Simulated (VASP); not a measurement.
VASP runs on Cs2AgBiBr6 (space group Fm-3m) share one base input (HSE06 screened hybrid, plane waves, VASP's PBE PAW potentials (set 64)) and change the settings named in each case.

### POSCAR
```
Cs2AgBiBr6
1
    0.0000000000     5.7791890000     5.7791890000
    5.7791890000     0.0000000000     5.7791890000
    5.7791890000     5.7791890000     0.0000000000
Cs Ag Bi Br
2 1 1 6
Direct
  0.7500000000   0.7500000000   0.7500000000
  0.2500000000   0.2500000000   0.2500000000
  0.5000000000   0.5000000000   0.5000000000
  0.0000000000   0.0000000000   0.0000000000
  0.7491900000   0.2508100000   0.2508100000
  0.2508100000   0.7491900000   0.7491900000
  0.2508100000   0.7491900000   0.2508100000
  0.7491900000   0.2508100000   0.7491900000
  0.2508100000   0.2508100000   0.7491900000
  0.7491900000   0.7491900000   0.2508100000
```

**KPOINTS**
```
Regular mesh
0
gamma
2 2 2
```

**INCAR**
```
PREC=Accurate
LREAL=.FALSE.   ! projection in real space or not
ISYM=3
ISMEAR=-1   ! Fermi-Dirac
LCHARG=.FALSE.
EDIFF=1E-6
HFSCREEN=0.2
LMAXMIX=4
PRECFOCK=Fast
LASPH=.TRUE.
SYSTEM=Cs2AgBiBr6
LHFCALC=.TRUE.
SIGMA=0.05
ALGO=Normal   ! blocked Davidson
ISIF=2   ! forces and stress, cell fixed
ENCUT=300   ! plane-wave cut-off (eV)
AEXX=0.25
NELM=100
LWAVE=.FALSE.
GGA=PE   ! PBE
```

POTCAR, in this order: Cs_sv Ag Bi_d Br (PBE.64 set). Program: vasp_std.

```
change                                                                           E(σ→0) (eV/atom)  pressure (GPa)  largest force (eV/Å)  gap on the mesh (eV)
-------------------------------------------------------------------------------  ----------------  --------------  --------------------  --------------------
base run                                                                                  -3.5350           -0.89                 0.253                  2.26
AEXX removed, HFSCREEN removed, ISYM removed, LHFCALC removed, PRECFOCK removed           -2.9446           -0.31                 0.066                  1.32
HFRCUT = -1, HFSCREEN removed                                                             -3.8313           -0.94                 0.255                  2.91
KPOINTS 1×1×1 Γ-centred mesh                                                              -3.3720            1.17                 0.807                     -
ENCUT = 270                                                                               -3.5343           -0.85                 0.253                  2.26
ENCUT = 345                                                                               -3.5355           -0.95                 0.253                  2.26
KPOINTS 2×2×2 Γ-centred mesh shifted by (0.5, 0.5, 0.5)                                   -3.5468           -1.05                 0.209                  3.15
EDIFF = 1E-05                                                                             -3.5350           -0.89                 0.254                  2.26
```
 Energies of different potentials or functionals have different zeros.  Unless said otherwise, spin-orbit coupling is left out, though it shifts the bands of the heavy elements here.

Left out are runs that ran out of time, are held back, or changed the cell or the kind of run, fixed moments of cells without a moment, rows past the twelfth, gaps on odd meshes, pressures of charged cells and columns that move by less than the noise.

The structure comes from a computed database's Cs2AgBiBr6 entry; how it stands against other phases isn't given here. The cell was not relaxed at this level, forces remain on its atoms, its lattice was scaled by up to 2.5 %.
